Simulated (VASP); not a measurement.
# F2AlSeH in VASP: a series of runs, part 2 of 2

VASP 6.6.1. Earlier steps stand in the parts before.

### 4 Atomic charges, PBE+TS

INCAR reads:

```
ALGO = Normal
EDIFF = 1E-6
ENCUT = 520
GGA = PE
ISIF = 2
ISMEAR = 0
IVDW = 2
LASPH = T
LCHARG = T
LELF = T
LORBIT = 10
LREAL = F
LVACPOTAV = T
LVHAR = T
LWAVE = F
NELM = 80
PREC = Accurate
SIGMA = 0.01
```

KPOINTS reads:

```
k-points
0
Gamma
  1 1 1
```

POSCAR reads:

```
AlHSeF2
1.0
   12.0000000000      0.0000000000      0.0000000000
    0.0000000000     12.0000000000      0.0000000000
    0.0000000000      0.0000000000     13.0000000000
F Al Se H
2 1 1 1
Direct
    0.5724708300      0.4763750000      0.6421461500
    0.6065708300      0.4067250000      0.4370615400
    0.5380291700      0.4826250000      0.5204769200
    0.3955958300      0.5967750000      0.4703538500
    0.4121708300      0.5616500000      0.3630846200
```

Potentials or basis: VASP PAW PBE potentials, release 64 (F, Al, Se, H).

Run with:

```sh
$ cat potpaw_PBE.64/F/POTCAR potpaw_PBE.64/Al/POTCAR potpaw_PBE.64/Se/POTCAR potpaw_PBE.64/H/POTCAR > POTCAR
$ mpirun -np 1 vasp_gam > vasp.out
```

OUTCAR:

```text
EDIFF = 1E-6
   ENCUT = 520
   GGA = PE
   ISIF = 2
   ISMEAR = 0
   IVDW = 2
   LASPH = T
   LORBIT = 10
   LREAL = F
   NELM = 80
   PREC = Accurate
  IVDW =   2

 ion  position               nearest neighbor table
   1  0.572  0.476  0.642-   3 1.64
   2  0.607  0.407  0.437-   3 1.64
   3  0.538  0.483  0.520-   1 1.64   2 1.64   4 2.29
   4  0.396  0.597  0.470-   5 1.47   3 2.29
   5  0.412  0.562  0.363-   4 1.47

  LATTYP: Found a simple tetragonal cell.
 ALAT       =    12.0000000000
 C/A-ratio  =     1.0833333333

  Lattice vectors:

 A1 = (  12.0000000000,   0.0000000000,   0.0000000000)
 A2 = (   0.0000000000,  12.0000000000,   0.0000000000)
 A3 = (   0.0000000000,   0.0000000000,  13.0000000000)

Analysis of symmetry for initial positions (statically):
=====================================================================
 Subroutine PRICEL returns:
 Original cell was already a primitive cell.
[... 181 lines left out ...]

  Hirshfeld charges:
            ion         q(e)
   ------------------------------
      1     F       -0.26979351
      2     F       -0.27049492
      3     Al       0.58127734
      4     Se      -0.07689024
      5     H        0.03590133

  Tkatchenko/Scheffler method for vdW energy calculation

  Number of pair interactions contributing to vdW energy:    4113

  Edisp (eV):   -0.02157

  FORCE on cell =-STRESS in cart. coord.  units (eV):
  Direction    XX          YY          ZZ          XY          YZ          ZX
  --------------------------------------------------------------------------------------
  -------------------------------------------------------------------------------------
  Total       0.50673     0.44399     1.68816    -0.54240     0.39337    -0.08330
  in kB       0.43369     0.38000     1.44484    -0.46422     0.33667    -0.07129
  external pressure =        0.75 kB  Pullay stress =        0.00 kB

 VOLUME and BASIS-vectors are now :
 -----------------------------------------------------------------------------
  energy-cutoff  :      520.00
  volume of cell :     1872.00
      direct lattice vectors                 reciprocal lattice vectors
    12.000000000  0.000000000  0.000000000     0.083333333  0.000000000  0.000000000
     0.000000000 12.000000000  0.000000000     0.000000000  0.083333333  0.000000000
     0.000000000  0.000000000 13.000000000     0.000000000  0.000000000  0.076923077

 POSITION                                       TOTAL-FORCE (eV/Angst)
 -----------------------------------------------------------------------------------
      6.86965      5.71650      8.34790         0.150422     -0.021829      0.614191
      7.27885      4.88070      5.68180         0.321165     -0.350410     -0.407244
      6.45635      5.79150      6.76620        -0.313186      0.240139     -0.179820
      4.74715      7.16130      6.11460        -0.214344      0.226759      0.227184
      4.94605      6.73980      4.72010         0.055943     -0.094659     -0.254311
 -----------------------------------------------------------------------------------
    total drift:                                0.002032      0.000463     -0.002016

  FREE ENERGIE OF THE ION-ELECTRON SYSTEM (eV)
  ---------------------------------------------------
  free  energy   TOTEN  =       -22.5026715622 eV

  energy  without entropy=      -22.5026715622  energy(sigma->0) =      -22.50267156

 total charge

# of ion       s       p       d       tot
------------------------------------------
    1        1.742   4.384   0.000   6.126
    2        1.742   4.384   0.000   6.126
    3        0.382   0.421   0.000   0.803
    4        1.458   2.422   0.043   3.924
    5        0.525   0.026   0.000   0.552
--------------------------------------------------
tot          5.850  11.638   0.043  17.531
```

OSZICAR:

```text
N       E                     dE             d eps       ncg     rms          rms(c)
DAV:   1     0.192687055659E+03    0.19269E+03   -0.67772E+03    48   0.863E+02
DAV:   2     0.413615644529E+02   -0.15133E+03   -0.15104E+03    56   0.167E+02
DAV:   3    -0.190616576820E+02   -0.60423E+02   -0.60326E+02    48   0.931E+01
[... 15 lines left out ...]
DAV:  19    -0.224810700340E+02   -0.23827E-04   -0.67042E-07    40   0.421E-03    0.103E-03
DAV:  20    -0.224810928595E+02   -0.22825E-04   -0.13558E-06    24   0.529E-03    0.782E-04
DAV:  21    -0.224810982245E+02   -0.53650E-05   -0.18182E-07    40   0.301E-03    0.343E-04
DAV:  22    -0.224811009383E+02   -0.27138E-05   -0.10077E-07    24   0.170E-03    0.231E-04
DAV:  23    -0.224811017773E+02   -0.83906E-06   -0.16564E-08    40   0.165E-03
   1 F= -.22502672E+02 E0= -.22502672E+02  d E =-.456585E-23
```

stdout:

```text
POSCAR found type information on POSCAR F AlSeH
 POSCAR found :  4 types and       5 ions
 scaLAPACK will be used
 LDA part: xc-table for (Slater+PW92), standard interpolation
 POSCAR, INCAR and KPOINTS ok, starting setup
 FFT: planning ... GRIDC
 FFT: planning ... GRID_SOFT
 FFT: planning ... GRID
 WAVECAR not read
 entering main loop
 augmentation electrons   24.0055042349289
 total        electrons   24.0055042349289
 augmentation electrons   41.5648922831875
 total        electrons   41.5648922831875
 augmentation electrons   1.44056528783481
 soft         electrons   22.5649377323472
 total        electrons   24.0055030201820
 translations:           1           1           1
```

Run time: 99 s. Hardware: 1 thread of AMD EPYC 9R45 (Zen 5), shared host; peak memory 1.4 GiB.

Results:

* Free energy: -22.5027 eV
* Largest force: 0.633 eV/Å
* Gap between the frontier levels: 4.52 eV
* Valence electrons inside the program's atomic spheres: F 6.13; Al 0.80; Se 3.92; H 0.55
* Hirshfeld charges: F -0.27; Al +0.58; Se -0.08; H +0.04 e
* Dispersion energy per atom: -0.004 eV

Forces on the atoms (eV/Å):
```
F    0.150 -0.022  0.614
F    0.321 -0.350 -0.407
Al  -0.313  0.240 -0.180
Se  -0.214  0.227  0.227
H    0.056 -0.095 -0.254
```

As with any semilocal functional, this PBE gap is likely too small.

### 5 For comparison

An earlier run on the cell as given: functional PBE; potentials or basis VASP PAW PBE potentials, release 64 (F, Al, Se, H); cutoff 520 eV; k mesh 1 × 1 × 1; occupations gaussian, width 0.01 eV; no spin polarisation.

- Largest force: 0.619 eV/Å
- Gap between the frontier levels: 4.52 eV

### 6 Overview

| task | level | cell | gap on the mesh (eV) | largest force (eV/Å) |
| --- | --- | --- | --- | --- |
| single point | PBE | atoms moved at random, drawn with an rms of 0.05 Å | 4.75 | 1.20 |
| relaxation of the atoms | PBE | atoms relaxed from: atoms moved at random, drawn with an rms of 0.02 Å | 4.45 | - |
| atomic charges | PBE+TS | as given | 4.52 | 0.63 |
| single point | PBE | as given | 4.52 | 0.62 |

Alike in all rows: potentials or basis VASP PAW PBE potentials, release 64 (F, Al, Se, H); no spin polarisation; k mesh 1 × 1 × 1; cutoff (eV) 520; smearing gaussian 0.01 eV.

Total energies depend on the potentials used, so only differences within one code and one set of settings carry meaning.
